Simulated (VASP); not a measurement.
# PbC2Se2 (P1) in VASP: single point with r2SCAN

Aim: the single point of PbC2Se2 with r2SCAN.

Everything below comes from runs of VASP 6.6.1. Logs are shortened: lines on timing, memory, paths and dates and some standing lists are left out, and cuts for length are marked.

## (1) The structure

The typed cell holds 15 atoms: a = 9.193 Å, b = 9.413 Å, c = 4.144 Å, α = 91.14°, β = 89.32°, γ = 118.70°.

The cell was built by a generator and needn't be a form met in nature.

## (2) Single point, r2SCAN

POSCAR

```
PbC2Se2
1.0
    9.1924239700      0.0427982800      0.0551403400
   -4.5591422100      8.2351173400     -0.0932210200
    0.0243431800     -0.0334671600      4.1435153400
Pb C Se
3 6 6
Direct
    0.4995280000      0.5000210000      0.5001660000
    0.9991690000      0.4995060000      0.5042120000
    0.4970930000      0.9983700000      0.5078000000
    0.9105660000      0.8228270000      0.0001120000
    0.0848120000      0.9102950000      0.0031640000
    0.1743460000      0.0888150000      0.0002110000
    0.0872580000      0.1769340000      0.9958040000
    0.9120180000      0.0909730000      0.9956180000
    0.8249330000      0.9167430000      0.0050270000
    0.7957690000      0.5950250000      0.9953700000
    0.2068560000      0.7957560000      0.0035040000
    0.4077560000      0.2031290000      0.9921440000
    0.2063740000      0.4129890000      0.0097540000
    0.7976310000      0.2054290000      0.9983390000
    0.5924830000      0.7939810000      0.9991740000
```

INCAR.step1

```
SYSTEM = PbC2Se2
PREC = Accurate ; ENCUT = 520
ISMEAR = -1 ; SIGMA = 0.1
LREAL = Auto ; LASPH = .True.
NELM = 100 ; NBANDS = 64
GGA = PE ; ALGO = Normal
EDIFF = 1E-4 ; LWAVE = .True.
LCHARG = .False.
```

INCAR.step2

```
SYSTEM = PbC2Se2
PREC = Accurate ; ENCUT = 520
EDIFF = 1E-7 ; ISMEAR = -1
SIGMA = 0.1 ; LREAL = Auto
LASPH = .True. ; NELM = 100
ALGO = Normal ; ISIF = 2
LWAVE = .False. ; LCHARG = .False.
METAGGA = R2SCAN ; LMIXTAU = .True.
NBANDS = 64 ; ISTART = 1
```

KPOINTS

```
Automatic mesh
0
Gamma
  3 2 4
  0.5 0 0
```

Potentials or basis: VASP PAW PBE potentials, release 64 (Pb_d, C, Se).

The run is started by

```
$ cat potpaw_PBE.64/Pb_d/POTCAR potpaw_PBE.64/C/POTCAR potpaw_PBE.64/Se/POTCAR > POTCAR
$ cp INCAR.step1 INCAR
$ mpirun -np 1 vasp_std > vasp.out
$ cp INCAR.step2 INCAR
$ mpirun -np 1 vasp_std > vasp.out
```

OUTCAR:

```text
SYSTEM = PbC2Se2
   PREC = Accurate
   ENCUT = 520
   EDIFF = 1E-7
   ISMEAR = -1
   LREAL = Auto
   LASPH = .True.
   NELM = 100
   ISIF = 2
   METAGGA = R2SCAN
   ISTART = 1

 ion  position               nearest neighbor table
   1  0.500  0.500  0.500-  13 3.16  10 3.19  10 3.19  13 3.19  15 3.19  12 3.24  12 3.26  15 3.26

   2  0.999  0.500  0.504-  13 3.13  10 3.15  13 3.21  14 3.23  11 3.23  14 3.24  10 3.25  11 3.28

   3  0.497  0.998  0.508-  12 3.12  11 3.18  11 3.20  15 3.21  14 3.22  15 3.23  12 3.27  14 3.28

   4  0.911  0.823  0.000-   5 1.41   9 1.44  10 1.88
   5  0.085  0.910  0.003-   4 1.41   6 1.47  11 1.89
   6  0.174  0.089  0.000-   7 1.40   5 1.47  12 1.88
   7  0.087  0.177  0.996-   6 1.40   8 1.41  13 1.95
   8  0.912  0.091  0.996-   7 1.41   9 1.44  14 1.83
   9  0.825  0.917  0.005-   4 1.44   8 1.44  15 1.88
  10  0.796  0.595  0.995-   4 1.88   2 3.15   1 3.19   1 3.19   2 3.25
  11  0.207  0.796  0.004-   5 1.89   3 3.18   3 3.20   2 3.23   2 3.28
  12  0.408  0.203  0.992-   6 1.88   3 3.12   1 3.24   1 3.26   3 3.27
  13  0.206  0.413  0.010-   7 1.95   2 3.13   1 3.16   1 3.19   2 3.21
  14  0.798  0.205  0.998-   8 1.83   3 3.22   2 3.23   2 3.24   3 3.28
  15  0.592  0.794  0.999-   9 1.88   1 3.19   3 3.21   3 3.23   1 3.26

  LATTYP: Found a triclinic cell.
 ALAT       =    10.3208039531
 B/A-ratio  =     0.8906950483
 C/A-ratio  =     0.4014921724
 COS(alpha) =     0.0118349249
 COS(beta)  =     0.3939620477
 COS(gamma) =     0.4573771400

  Lattice vectors:

 A1 = (  -4.6576249400,  -8.2444484600,  -4.1054346600)
 A2 = (  -9.1924239700,  -0.0427982800,  -0.0551403400)
 A3 = (  -0.0243431800,   0.0334671600,  -4.1435153400)

Analysis of symmetry for initial positions (statically):
=====================================================================
 Subroutine PRICEL returns:
 Original cell was already a primitive cell.

 Routine SETGRP: Setting up the symmetry group for a
 triclinic supercell.

 Subroutine GETGRP returns: Found  1 space group operations
 (whereof  1 operations were pure point group operations)
 out of a pool of  2 trial point group operations.

The static configuration has the point symmetry C_1 .

Analysis of symmetry for dynamics (positions and initial velocities):
=====================================================================
 Subroutine PRICEL returns:
 Original cell was already a primitive cell.

 Routine SETGRP: Setting up the symmetry group for a
 triclinic supercell.

 Subroutine GETGRP returns: Found  1 space group operations
 (whereof  1 operations were pure point group operations)
 out of a pool of  2 trial point group operations.

The dynamic configuration has the point symmetry C_1 .

 Subroutine INISYM returns: Found  1 space group operations
 (whereof  1 operations are pure point group operations),
 and found     1 'primitive' translations

----------------------------------------------------------------------------------------

                                     Primitive cell

  volume of cell :     314.4441

  direct lattice vectors                    reciprocal lattice vectors
     9.192423970  0.042798280  0.055140340     0.108506474  0.060069848 -0.000152292
    -4.559142210  8.235117340 -0.093221020    -0.000569833  0.121126818  0.000981689
     0.024343180 -0.033467160  4.143515340    -0.001456783  0.001925730  0.241365080

  length of vectors
     9.192688975  9.413374817  4.143722000     0.124024452  0.121132137  0.241377158

  position of ions in fractional coordinates (direct lattice)
     0.499528000  0.500021000  0.500166000
     0.999169000  0.499506000  0.504212000
     0.497093000  0.998370000  0.507800000
     0.910566000  0.822827000  0.000112000
     0.084812000  0.910295000  0.003164000
     0.174346000  0.088815000  0.000211000
     0.087258000  0.176934000  0.995804000
     0.912018000  0.090973000  0.995618000
     0.824933000  0.916743000  0.005027000
     0.795769000  0.595025000  0.995370000
     0.206856000  0.795756000  0.003504000
     0.407756000  0.203129000  0.992144000
     0.206374000  0.412989000  0.009754000
[... 35 lines left out ...]

  Length of vectors
     0.041341484  0.060566068  0.060344290

  Shift w.r.t. Gamma in fractional coordinates (k-lattice)
     0.500000000  0.000000000  0.000000000

 Subroutine IBZKPT returns following result:
 ===========================================

 Found     14 irreducible k-points:

 Following reciprocal coordinates:
            Coordinates               Weight
  0.166667  0.000000  0.000000      2.000000
  0.500000  0.000000  0.000000      1.000000
  0.166667  0.500000  0.000000      2.000000
  0.500000  0.500000  0.000000      1.000000
  0.166667  0.000000  0.250000      2.000000
  0.500000  0.000000  0.250000      2.000000
 -0.166667 -0.000000  0.250000      2.000000
  0.166667  0.500000  0.250000      2.000000
  0.500000  0.500000  0.250000      2.000000
 -0.166667  0.500000  0.250000      2.000000
  0.166667 -0.000000  0.500000      2.000000
  0.500000  0.000000  0.500000      1.000000
  0.166667  0.500000  0.500000      2.000000
  0.500000  0.500000  0.500000      1.000000
   k-points           NKPTS =     14   k-points in BZ     NKDIM =     14   number of bands    NBANDS=     64
   number of dos      NEDOS =    301   number of ions     NIONS =     15
   total plane-waves  NPLWV = 156800
   dimension x,y,z NGX =    70 NGY =   70 NGZ =   32
   dimension x,y,z NGXF=   140 NGYF=  140 NGZF=   64
   ions per type =               3   6   6
   NGX,Y,Z   is equivalent  to a cutoff of  12.66, 12.36, 12.84 a.u.
   NGXF,Y,Z  is equivalent  to a cutoff of  25.32, 24.72, 25.68 a.u.
 SYSTEM =  PbC2Se2
   PREC   = accura    normal or accurate (medium, high low for compatibility)
   ISTART =      1    job   : 0-new  1-cont  2-samecut
   ICHARG =      0    charge: 1-file 2-atom 10-const
   ISPIN  =      1    spin polarized calculation?
   LNONCOLLINEAR =      F non collinear calculations
   LSORBIT =      F    spin-orbit coupling
   LASPH  =      T    aspherical Exc in radial PAW
   ENCUT  =  520.0 eV  38.22 Ry    6.18 a.u.  17.09 17.50  7.70*2*pi/ulx,y,z
   NELM   =    100;   NELMIN=  2; NELMDL=  0     # of ELM steps
   EDIFF  = 0.1E-06   stopping-criterion for ELM
   LREAL  =      T    real-space projection
   EDIFFG = 0.1E-05   stopping-criterion for IOM
   NSW    =      0    number of steps for IOM
   IBRION =     -1    ionic relax: 0-MD 1-quasi-New 2-CG
   NFREE  =      0    steps in history (QN), initial steepest desc. (CG)
   ISIF   =      2    stress and relaxation
   ISYM   =      2    0-nonsym 1-usesym 2-fastsym
   POTIM  = 0.5000    time-step for ionic-motion
   TEBEG  =    0.0;   TEEND  =   0.0 temperature during run
   PSTRESS=    0.0 pullay stress
   NELECT =     102.0000    total number of electrons
   NUPDOWN=      -1.0000    fix difference up-down
   EMIN   =  10.00;   EMAX   =-10.00  energy-range for DOS
   EFERMI =   0.00;   METHOD = LEGACY
   ISMEAR =    -1;   SIGMA  =   0.10  broadening in eV -4-tet -1-fermi 0-gaus
   EFERMI_NEDOS =   21; number of points for ismear=-14 and -15
   IALGO  =     38    algorithm
   IMIX   =      4    mixing-type and parameters
     AMIX     =   0.40;   BMIX     =  1.00
     AMIX_MAG =   1.60;   BMIX_MAG =  1.00
  volume/ion in A,a.u.               =      20.96       141.46
  Fermi-wavevector in a.u.,A,eV,Ry     =   1.124848  2.125654 17.215214  1.265283
  Thomas-Fermi vector in A             =   2.261522
   LORBIT       =      0    0 simple, 1 ext, 2 COOP (PROOUT), +10 PAW based schemes
   METAGGA = R2SCAN    functional components
   LHFCALC =     F    Hartree Fock is set to
   AEXX    =    0.0000 exact exchange contribution
   IVDW    =     0    specifies the selected vdW correction
   LEPSILON=     F    determine dielectric tensor
   LRPA    =     F    only Hartree local field effects (RPA)
 non-spin polarized calculation
  energy-cutoff  :      520.00
  volume of cell :      314.44
 maximum number of plane-waves:      8484
 NGX is ok and might be reduce to    70
   NGX = 35   NGY = 35   NGZ = 15

 number of electron     102.0000002 magnetization

 Free energy of the ion-electron system (eV)
  ---------------------------------------------------
  ext. energy  EPLUGINS =         0.00000000
  ---------------------------------------------------
  free energy    TOTEN  =      -313.25037681 eV

  energy without entropy =     -313.24582570  energy(sigma->0) =     -313.24810125

 E-fermi :   4.6466     XC(G=0):  -9.8494

 val. band max:        4.1682496188   @ k =   0.1667  -0.0000   0.5000
 cond. band min:       5.0414677534   @ k =   0.5000   0.0000   0.5000
 fundamental gap:      0.8732181346
 Fermi energy:         4.6466090015

 k-point     1 :       0.1667    0.0000    0.0000
  band No.  band energies     occupation
      1     -14.6710      2.00000
      2     -13.6460      2.00000
      3     -13.6413      2.00000
      4     -13.6139      2.00000
      5     -13.6122      2.00000
      6     -13.6055      2.00000
[... 913 lines left out ...]
     62       8.2501      0.00000
     63       8.2921      0.00000
 [bands above 63 left out]

------------------------ aborting loop because EDIFF is reached ----------------------------------------

  FORCE on cell =-STRESS in cart. coord.  units (eV):
  Direction    XX          YY          ZZ          XY          YZ          ZX
  --------------------------------------------------------------------------------------
  -------------------------------------------------------------------------------------
  Total        9.7477187     -6.6532573     -1.2769945     -1.2619875      0.6029367     -0.3521740
  in kB       49.6672586    -33.9001421     -6.5066316     -6.4301669      3.0721250     -1.7944218
  external PRESSURE =       3.0868283 kB  Pullay stress =       0.0000000 kB

 VOLUME and BASIS-vectors are now :
 -----------------------------------------------------------------------------
  energy-cutoff  :      520.00
  volume of cell :      314.44
      direct lattice vectors                 reciprocal lattice vectors
     9.192423970  0.042798280  0.055140340     0.108506474  0.060069848 -0.000152292
    -4.559142210  8.235117340 -0.093221020    -0.000569833  0.121126818  0.000981689
     0.024343180 -0.033467160  4.143515340    -0.001456783  0.001925730  0.241365080

 POSITION                                       TOTAL-FORCE (eV/Angst)
 -----------------------------------------------------------------------------------
      2.32438      4.12237      2.05338         0.014005      0.010366      0.021382
      6.91974      4.13938      2.09774         0.015663      0.003263      0.020454
      0.03014      8.22597      2.03842         0.033771     -0.020980      0.010666
      4.61893      6.81504     -0.02603        -0.351530      2.199593      0.133875
     -3.37046      7.49991     -0.06707        -0.154100      1.597722     -0.127308
      1.19775      0.73886      0.00221        -0.515258     -1.653953     -0.066709
      0.01969      1.42748      4.11445         0.180811     -0.572421      0.168266
      7.99313      0.75489      4.16717         1.210733     -1.576370      0.216117
      3.40369      7.58462     -0.01914         1.168578      0.249033     -0.324800
      4.62647      4.90085      4.11274         0.110896     -0.772404      0.080090
     -1.72637      6.56188     -0.04826         0.561239     -0.171534     -0.006206
      2.84632      1.65704      4.11451         0.799786      0.187126      0.073611
      0.01444      3.40952      0.01330        -0.090594     -0.325024     -0.163208
      6.41989      1.69246      4.16146        -1.849245      0.800249     -0.053998
      1.85081      6.53044      4.09875        -1.134754      0.045334      0.017769
 -----------------------------------------------------------------------------------
    total drift:                               -0.000935     -0.000269      0.005834

  FREE ENERGIE OF THE ION-ELECTRON SYSTEM (eV)
  ---------------------------------------------------
  free  energy   TOTEN  =      -313.2503768065 eV

  energy  without entropy=     -313.2458256955  energy(sigma->0) =     -313.24810125
```

Wall time 12 min (1 thread of Intel Xeon 6975P-C (Granite Rapids), shared host); peak memory 0.53 GiB.

What came out:

* Free energy: -313.2504 eV
* Pressure: 0.3 GPa
* Largest force: 2.232 eV/Å
* Band gap on the k mesh: 0.87 eV, indirect (least direct gap 1.21 eV)

Forces on the atoms (eV/Å):
```
Pb   0.014  0.010  0.021
Pb   0.016  0.003  0.020
Pb   0.034 -0.021  0.011
C   -0.352  2.200  0.134
C   -0.154  1.598 -0.127
C   -0.515 -1.654 -0.067
C    0.181 -0.572  0.168
C    1.211 -1.576  0.216
C    1.169  0.249 -0.325
Se   0.111 -0.772  0.080
Se   0.561 -0.172 -0.006
Se   0.800  0.187  0.074
Se  -0.091 -0.325 -0.163
Se  -1.849  0.800 -0.054
Se  -1.135  0.045  0.018
```

Caveat: the PAW data sets were made with another functional, which shifts forces and pressure a little; spin-orbit coupling is left out, which as a rule narrows the gap of such compounds by several tenths of an eV. A k mesh can miss the band edges.
